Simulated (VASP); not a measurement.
HfWF3:

```
CELL_PARAMETERS angstrom
4.50506 0.00000 0.00000
-2.25253 3.90150 0.00000
0.00000 0.00000 4.69328
ATOMIC_POSITIONS crystal
Hf 0.00000 0.00000 0.50000
W 0.00000 0.00000 0.00000
F 0.50000 0.00000 0.00000
F 0.00000 0.50000 0.00000
F 0.50000 0.50000 0.00000
```

The cell was built by a generator and needn't be a form met in nature.

- Program: VASP 6.6.1
- Task: relaxation of cell and atoms
- Functional: PBE
- Potentials or basis: VASP PAW PBE potentials, release 64 (Hf_pv, W_sv, F)
- Cutoff: 600 eV
- k mesh: 7 × 7 × 6
- Occupations: gaussian, width 0.05 eV
- Spin: no spin polarisation

At the start: pressure 6.0 GPa; volume 16.50 Å³/atom.

Task: Where does the relaxation end?

Result: Over 9 steps the energy falls by 140.3 meV/atom and the volume is 17.34 Å³/atom (+5.1 %); space group P6/mmm (No. 191, to 0.05 Å).

The path:
```csv
step,energy change (eV),largest force (eV/Å),pressure (GPa),volume (Å³)
1,0.0000,0.0000,6.01,82.49
2,-0.6591,0.0000,-3.21,89.60
3,-0.6594,0.0000,-3.36,89.76
4,-0.6906,0.0000,1.51,85.59
5,-0.7008,0.0000,-0.27,86.94
6,-0.7008,0.0000,-0.19,86.88
7,-0.7014,0.0000,0.05,86.65
8,-0.7015,0.0000,0.08,86.63
9,-0.7015,0.0000,-0.03,86.71
```

Final structure:
```
CELL_PARAMETERS angstrom
4.36096 0.00000 0.00000
-2.18048 3.77670 0.00000
0.00000 0.00000 5.26479
ATOMIC_POSITIONS crystal
Hf 0.00000 0.00000 0.50000
W 0.00000 0.00000 0.00000
F 0.50000 0.00000 0.00000
F 0.00000 0.50000 0.00000
F 0.50000 0.50000 0.00000
```

Caveat: an odd number of electrons without spin polarisation forces a metal; a magnetic or distorted state may lie lower.
